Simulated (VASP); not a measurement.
An input for Ansatz (written as the equivalent of a VASP run, and not itself run):

Ansatz 0.2 input:
```yaml
crystal:
  lattice:
    - [2.7881638, -4.4195355, 0.0000000]
    - [2.7881638, 4.4195355, 0.0000000]
    - [0.0000000, 0.0000000, 6.9067857]
  atoms:
    - { symbol: Na, position: [0.1894696, 0.8105304, 0.2500000] }
    - { symbol: Na, position: [0.8105304, 0.1894696, 0.7500000] }
    - { symbol: Na, position: [0.5000000, 0.5000000, 0.0000000] }
    - { symbol: Na, position: [0.5000000, 0.5000000, 0.5000000] }
    - { symbol: S, position: [0.8498684, 0.1501316, 0.2500000] }
    - { symbol: S, position: [0.1501316, 0.8498684, 0.7500000] }
    - { symbol: O, position: [0.2459511, 0.7540489, 0.5764492] }
    - { symbol: O, position: [0.7540489, 0.2459511, 0.4235508] }
    - { symbol: O, position: [0.7540489, 0.2459511, 0.0764492] }
    - { symbol: O, position: [0.2459511, 0.7540489, 0.9235508] }
    - { symbol: O, position: [0.1647522, 0.2680186, 0.2500000] }
    - { symbol: O, position: [0.8352478, 0.7319814, 0.7500000] }
    - { symbol: O, position: [0.2680186, 0.1647522, 0.7500000] }
    - { symbol: O, position: [0.7319814, 0.8352478, 0.2500000] }
kpoints:
  mp_grid: { grid: [4, 4, 3] }
hamiltonian:
  xc: r2scan
  pseudopotentials: { kind: paw }
scf:
  occupations: { method: gaussian, width: 0.05 }
  max_iter: 100
relax:
  max_steps: 60
  f_tol: 0.02
  cell: {}
output: { forces: true, stress: true, eigenvalues: true }
```

**Question.** Write the VASP files for the same calculation (r2SCAN).

**Answer.** This is not unique; one that fits is 
INCAR:
```
SYSTEM=Na2SO4
PREC=Accurate; ENCUT=520; LREAL=Auto
LASPH=.True.
EDIFF=1E-6; NELM=100; ALGO=Normal
LMIXTAU=.True.
ISMEAR=0; SIGMA=0.05
METAGGA=R2SCAN
IBRION=2; NSW=60; ISIF=3
EDIFFG=-0.02
LWAVE=.False.; LCHARG=.False.
```

**POSCAR**
```
Na2SO4
1
    2.7881637704    -4.4195355389     0.0000000000
    2.7881637704     4.4195355389     0.0000000000
    0.0000000000     0.0000000000     6.9067856743
Na S O
4 2 8
Direct
  0.1894696053   0.8105303947   0.2500000000
  0.8105303947   0.1894696053   0.7500000000
  0.5000000000   0.5000000000   0.0000000000
  0.5000000000   0.5000000000   0.5000000000
  0.8498684139   0.1501315861   0.2500000000
  0.1501315861   0.8498684139   0.7500000000
  0.2459510696   0.7540489304   0.5764491556
  0.7540489304   0.2459510696   0.4235508444
  0.7540489304   0.2459510696   0.0764491556
  0.2459510696   0.7540489304   0.9235508444
  0.1647521508   0.2680185630   0.2500000000
  0.8352478492   0.7319814370   0.7500000000
  0.2680185630   0.1647521508   0.7500000000
  0.7319814370   0.8352478492   0.2500000000
```

File KPOINTS:
```
Automatic mesh
0
Gamma
  4 4 3
0 0 0
```

POTCAR, in this order: Na_pv S O (PBE.64 set). Program: vasp_std.

The two are equivalent in intent, not identical: each code has its own PAW files, so the cut-off isn't converted (ENCUT is set for VASP's; basis.ecutwfc is left out, and Ansatz then takes the one that its files recommend); Ansatz stops its SCF on the density residual and VASP on the energy change (EDIFF).

The structure comes from a computed database's Na2SO4 entry (Cmcm); how it stands against other phases isn't given here. It was relaxed first. The start is the result of an earlier pass.
